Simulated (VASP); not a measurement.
Calculation: PBEsol GGA, VASP's PBE PAW potentials (set 64) (plane waves; VASP).

A VASP calculation is set up with these files.

INCAR:
```
ISMEAR=1   ! Methfessel-Paxton
NSW=40   ! most ionic steps
IBRION=2   ! conjugate gradients
ALGO=Normal
SIGMA=0.1   ! width (eV)
ENCUT=500   ! plane-wave cut-off (eV)
GGA=PS   ! PBEsol
LMAXMIX=4   ! l cut-off of mixed one-centre charges
LWAVE=.FALSE.
SYSTEM=SiGe
LREAL=.FALSE.   ! projection in real space or not
LASPH=.TRUE.
EDIFF=1E-6   ! SCF stop (eV)
ISIF=3
PSTRESS=450   ! kbar
LCHARG=.FALSE.
EDIFFG=-0.02
PREC=Accurate
NELM=100
```

POSCAR:
```
SiGe
1
    3.3988744895     0.0000000001     0.0000000000
   -1.6994372446     2.9435111295    -0.0000000000
    0.0000000000     0.0000000000     5.6354841636
Si Ge
2 2
Direct
  0.0000000000   1.0000000000   0.0000000000
  0.0000000000   1.0000000000   0.5000000000
  0.3333330000   0.6666670000   0.2500000000
  0.6666670000   0.3333330000   0.7500000000
```

**KPOINTS**
```
Automatic mesh
0
Gamma
10 10 6
0 0 0
```

POTCAR, in this order: Si Ge_d (PBE.64 set). Program: vasp_std.

The run wrote:

File OSZICAR:
```
...
DAV:   1    -0.285861831399E+02   -0.94052E+01   -0.14401E+02  3070   0.204E+02    0.231E+01
DAV:   2    -0.186004988772E+02    0.99857E+01   -0.19661E+01  2956   0.183E+02    0.103E+01
DAV:   3    -0.159794770999E+02    0.26210E+01   -0.27091E+00  3386   0.320E+01    0.350E+00
DAV:   4    -0.157059754719E+02    0.27350E+00   -0.23846E-01  2884   0.603E+00    0.153E+00
DAV:   5    -0.156910316228E+02    0.14944E-01   -0.13733E-02  3432   0.202E+00    0.577E-01
DAV:   6    -0.156896646983E+02    0.13669E-02   -0.13326E-03  3010   0.419E-01    0.469E-02
DAV:   7    -0.156896290075E+02    0.35691E-04   -0.89377E-05  3604   0.125E-01    0.224E-02
DAV:   8    -0.156896285054E+02    0.50204E-06   -0.65103E-06  2756   0.375E-02
   2 F= -.26955943E+01 E0= -.26955380E+01  d E =0.649854E+00
       N       E                     dE             d eps       ncg     rms          rms(c)
DAV:   1    -0.240498426435E+02   -0.83602E+01   -0.97120E+01  3106   0.261E+02    0.137E+01
DAV:   2    -0.199043836683E+02    0.41455E+01   -0.60827E+00  3268   0.481E+01    0.722E+00
DAV:   3    -0.185069346074E+02    0.13974E+01   -0.26273E+00  3300   0.304E+01    0.121E+00
DAV:   4    -0.184291589936E+02    0.77776E-01   -0.19672E-01  3028   0.827E+00    0.646E-01
DAV:   5    -0.184174886819E+02    0.11670E-01   -0.11819E-02  2938   0.145E+00    0.269E-01
DAV:   6    -0.184173170469E+02    0.17163E-03   -0.77004E-04  3246   0.374E-01    0.972E-02
DAV:   7    -0.184173024450E+02    0.14602E-04   -0.22813E-04  3040   0.339E-01    0.263E-02
DAV:   8    -0.184172885527E+02    0.13892E-04   -0.19417E-05  3008   0.626E-02    0.409E-03
DAV:   9    -0.184172886434E+02   -0.90763E-07   -0.80330E-07  1562   0.163E-02
   3 F= -.35158763E+01 E0= -.35159867E+01  d E =-.170428E+00
       N       E                     dE             d eps       ncg     rms          rms(c)
DAV:   1    -0.183777954584E+02    0.39493E-01   -0.36281E-02  3106   0.404E+00    0.302E-01
DAV:   2    -0.183759102696E+02    0.18852E-02   -0.27504E-03  3084   0.120E+00    0.152E-01
DAV:   3    -0.183753123477E+02    0.59792E-03   -0.92265E-04  3392   0.611E-01    0.360E-02
DAV:   4    -0.183752740543E+02    0.38293E-04   -0.78309E-05  3128   0.172E-01    0.152E-02
DAV:   5    -0.183752729223E+02    0.11320E-05   -0.23615E-06  2040   0.233E-02    0.588E-03
DAV:   6    -0.183752731760E+02   -0.25364E-06   -0.12220E-06  1364   0.241E-02
   4 F= -.35163411E+01 E0= -.35164987E+01  d E =-.170893E+00
       N       E                     dE             d eps       ncg     rms          rms(c)
DAV:   1    -0.183566504061E+02    0.18623E-01   -0.73745E-03  3118   0.183E+00    0.136E-01
DAV:   2    -0.183562686886E+02    0.38172E-03   -0.55649E-04  3086   0.541E-01    0.681E-02
DAV:   3    -0.183561486492E+02    0.12004E-03   -0.18764E-04  3404   0.276E-01    0.162E-02
DAV:   4    -0.183561416634E+02    0.69858E-05   -0.16052E-05  3116   0.779E-02    0.686E-03
DAV:   5    -0.183561416681E+02   -0.46448E-08   -0.43335E-07  1442   0.107E-02
   5 F= -.35163214E+01 E0= -.35165001E+01  d E =-.170873E+00
       N       E                     dE             d eps       ncg     rms          rms(c)
DAV:   1    -0.184153428893E+02   -0.59201E-01   -0.78357E-02  3070   0.534E+00    0.437E-01
DAV:   2    -0.184117815586E+02    0.35613E-02   -0.67433E-03  3092   0.163E+00    0.232E-01
DAV:   3    -0.184104773703E+02    0.13042E-02   -0.22178E-03  3428   0.904E-01    0.516E-02
DAV:   4    -0.184104097825E+02    0.67588E-04   -0.25556E-04  3078   0.289E-01    0.230E-02
DAV:   5    -0.184104042616E+02    0.55208E-05   -0.96369E-06  3132   0.408E-02    0.997E-03
DAV:   6    -0.184104033482E+02    0.91342E-06   -0.17730E-06  1646   0.269E-02
   6 F= -.35164659E+01 E0= -.35165822E+01  d E =-.144471E-03
       N       E                     dE             d eps       ncg     rms          rms(c)
DAV:   1    -0.183897657923E+02    0.20638E-01   -0.12295E-02  3070   0.211E+00    0.175E-01
DAV:   2    -0.183891992460E+02    0.56655E-03   -0.10658E-03  3030   0.667E-01    0.929E-02
DAV:   3    -0.183889945534E+02    0.20469E-03   -0.36898E-04  3428   0.374E-01    0.208E-02
DAV:   4    -0.183889860684E+02    0.84850E-05   -0.49641E-05  3094   0.125E-01    0.933E-03
DAV:   5    -0.183889857832E+02    0.28523E-06   -0.12096E-06  1788   0.175E-02
   7 F= -.35166165E+01 E0= -.35167524E+01  d E =-.295105E-03
       N       E                     dE             d eps       ncg     rms          rms(c)
DAV:   1    -0.183922836484E+02   -0.32976E-02   -0.27480E-04  3064   0.308E-01    0.270E-02
DAV:   2    -0.183922704295E+02    0.13219E-04   -0.24955E-05  3080   0.102E-01    0.143E-02
DAV:   3    -0.183922653520E+02    0.50775E-05   -0.78271E-06  2804   0.557E-02    0.311E-03
DAV:   4    -0.183922649599E+02    0.39203E-06   -0.11877E-06  1748   0.182E-02
   8 F= -.35166080E+01 E0= -.35167403E+01  d E =-.286615E-03
       N       E                     dE             d eps       ncg     rms          rms(c)
DAV:   1    -0.183901628245E+02    0.21025E-02   -0.11928E-04  3052   0.208E-01    0.173E-02
DAV:   2    -0.183901572486E+02    0.55759E-05   -0.10415E-05  2872   0.659E-02    0.921E-03
DAV:   3    -0.183901553265E+02    0.19221E-05   -0.31103E-06  1794   0.367E-02    0.173E-03
DAV:   4    -0.183901553771E+02   -0.50545E-07   -0.75398E-07  1384   0.148E-02
   9 F= -.35166141E+01 E0= -.35167487E+01  d E =-.292666E-03
       N       E                     dE             d eps       ncg     rms          rms(c)
DAV:   1    -0.183860910209E+02    0.40643E-02   -0.24917E-02  3030   0.154E+00    0.228E-01
DAV:   2    -0.183852914890E+02    0.79953E-03   -0.12046E-03  3210   0.594E-01    0.139E-01
DAV:   3    -0.183848727418E+02    0.41875E-03   -0.68072E-04  3906   0.434E-01    0.134E-02
DAV:   4    -0.183848750845E+02   -0.23427E-05   -0.87658E-05  2774   0.102E-01    0.836E-03
DAV:   5    -0.183848751783E+02   -0.93804E-07   -0.27782E-06  2272   0.274E-02
  10 F= -.35168897E+01 E0= -.35170374E+01  d E =-.275646E-03
       N       E                     dE             d eps       ncg     rms          rms(c)
DAV:   1    -0.183821819350E+02    0.26931E-02   -0.73482E-03  3016   0.839E-01    0.124E-01
DAV:   2    -0.183819478375E+02    0.23410E-03   -0.35856E-04  3316   0.334E-01    0.752E-02
DAV:   3    -0.183818251283E+02    0.12271E-03   -0.19630E-04  4050   0.242E-01    0.725E-03
DAV:   4    -0.183818260130E+02   -0.88470E-06   -0.26142E-05  2780   0.541E-02    0.458E-03
DAV:   5    -0.183818261058E+02   -0.92839E-07   -0.68141E-07  1454   0.142E-02
  11 F= -.35168967E+01 E0= -.35170583E+01  d E =-.282587E-03
       N       E                     dE             d eps       ncg     rms          rms(c)
DAV:   1    -0.183525676784E+02    0.29258E-01   -0.19262E-02  3088   0.292E+00    0.221E-01
DAV:   2    -0.183515794480E+02    0.98823E-03   -0.15577E-03  3074   0.875E-01    0.112E-01
DAV:   3    -0.183512618731E+02    0.31757E-03   -0.51394E-04  3432   0.450E-01    0.266E-02
DAV:   4    -0.183512432514E+02    0.18622E-04   -0.53874E-05  3096   0.133E-01    0.115E-02
DAV:   5    -0.183512426805E+02    0.57098E-06   -0.14651E-06  1768   0.192E-02
  12 F= -.35168860E+01 E0= -.35170628E+01  d E =0.107066E-04
       N       E                     dE             d eps       ncg     rms          rms(c)
DAV:   1    -0.183654481233E+02   -0.14205E-01   -0.39141E-03  3100   0.132E+00    0.101E-01
DAV:   2    -0.183652442031E+02    0.20392E-03   -0.32157E-04  3092   0.396E-01    0.509E-02
DAV:   3    -0.183651770797E+02    0.67123E-04   -0.10579E-04  3442   0.204E-01    0.119E-02
DAV:   4    -0.183651718260E+02    0.52537E-05   -0.10981E-05  2924   0.605E-02    0.508E-03
DAV:   5    -0.183651712562E+02    0.56983E-06   -0.27612E-07  1310   0.876E-03
  13 F= -.35169374E+01 E0= -.35171069E+01  d E =-.407301E-04
```

### OUTCAR
```
------------------------ aborting loop because EDIFF is reached ----------------------------------------
  FORCE on cell =-STRESS in cart. coord.  units (eV):
  Direction    XX          YY          ZZ          XY          YZ          ZX
  --------------------------------------------------------------------------------------
  Total       14.8295100     14.8294981     14.8288990      0.0000000     -0.0000000      0.0000000
  in kB      449.4325416    449.4321808    449.4140266      0.0000001     -0.0000000      0.0000000
  external PRESSURE =      -0.5737504 kB  Pullay stress =     450.0000000 kB
  volume of cell :       52.87
      direct lattice vectors                 reciprocal lattice vectors
     3.319888890  0.000000000  0.000000000     0.301214900  0.173906573  0.000000000
    -1.659944445  2.875106963 -0.000000000    -0.000000000  0.347813147 -0.000000000
    -0.000000000  0.000000000  5.538540201    -0.000000000 -0.000000000  0.180552991
 POSITION                                       TOTAL-FORCE (eV/Angst)
 -----------------------------------------------------------------------------------
     -0.00000      0.00000      0.00000         0.000000     -0.000000     -0.000000
     -0.00000      0.00000      2.76927         0.000000     -0.000000     -0.000000
     -0.00000      1.91674      1.38464        -0.000000      0.000000      0.000000
      1.65995      0.95837      4.15391         0.000000     -0.000000      0.000000
 -----------------------------------------------------------------------------------
    total drift:                               -0.000000      0.000000      0.000000
  FREE ENERGIE OF THE ION-ELECTRON SYSTEM (eV)
  ---------------------------------------------------
  free  energy   TOTEN  =       -18.3651712562 eV

  energy  without entropy=      -18.3656797675  energy(sigma->0) =      -18.36534076
  enthalpy is  TOTEN    =        -3.5169373952 eV   P V=       14.8482338610

 reached required accuracy - stopping structural energy minimisation
```
(Selected blocks of OUTCAR.)

File CONTCAR:
```
SiGe
   1.00000000000000
     3.3198888901321344    0.0000000002658310    0.0000000000000000
    -1.6599444447739264    2.8751069626279153   -0.0000000000000000
    -0.0000000000000000    0.0000000000000000    5.5385402006050937
  Si              Ge
     2     2
Direct
     0.0000000000000000    0.0000000000000000    0.0000000000000000
     0.0000000000000000    0.0000000000000000    0.5000000000000000
     0.3333330000000032    0.6666669999999968    0.2500000000000000
     0.6666669999999968    0.3333330000000032    0.7500000000000000
```

**OUTCAR**
```
 val. band max:       10.9701495466   @ k =   0.1000   0.0000   0.1667

 cond. band min:      11.0127908771   @ k =   0.4000   0.0000   0.5000


 Fermi energy:        10.9946929881

 k-point     1 :       0.0000    0.0000    0.0000
  band No.  band energies     occupation
      1     -13.6433      2.00000
      2     -13.6433      2.00000
      3     -13.6401      2.00000
      4     -13.6401      2.00000
      5     -13.6340      2.00000
      6     -13.6340      2.00000
      7     -13.6218      2.00000
      8     -13.6182      2.00000
      9     -13.6165      2.00000
     10     -13.6165      2.00000
     11      -5.0727      2.00000
     12      -0.6657      2.00000
     13       0.1629      2.00000
     14      10.6941      2.00018
     15      10.6941      2.00018
     16      11.8131     -0.00000
     17      11.8535     -0.00000
     18      11.8535     -0.00000
     19      13.9296      0.00000
     20      14.7472      0.00000
     21      14.7472      0.00000
     22      15.7895      0.00000

 k-point     2 :       0.1000    0.0000    0.0000
  band No.  band energies     occupation
      1     -13.6461      2.00000
      2     -13.6453      2.00000
      3     -13.6430      2.00000
      4     -13.6354      2.00000
      5     -13.6348      2.00000
      6     -13.6296      2.00000
      7     -13.6201      2.00000
      8     -13.6179      2.00000
      9     -13.6159      2.00000
     10     -13.6151      2.00000
     11      -4.8957      2.00000
     12      -0.5063      2.00000
     13       0.3487      2.00000
     14       8.8660      2.00000
     15       9.8441      2.00000
     16      11.1636     -0.03802
     17      11.8240     -0.00000
     18      12.5201     -0.00000
     19      13.6262      0.00000
     20      14.3492      0.00000
     21      14.7240      0.00000
     22      15.8951      0.00000

 k-point     3 :       0.2000    0.0000    0.0000
  band No.  band energies     occupation
      1     -13.6547      2.00000
...
```

Energy and stress use the plane-wave basis of the starting cell.

The structure was generated: SiGe was put into the NiAs type type (P6_3/mmc), which need not be its known phase. This run relaxes it under an external pressure of 45 GPa. Symmetry was kept, so distortions that lower it aren't found.
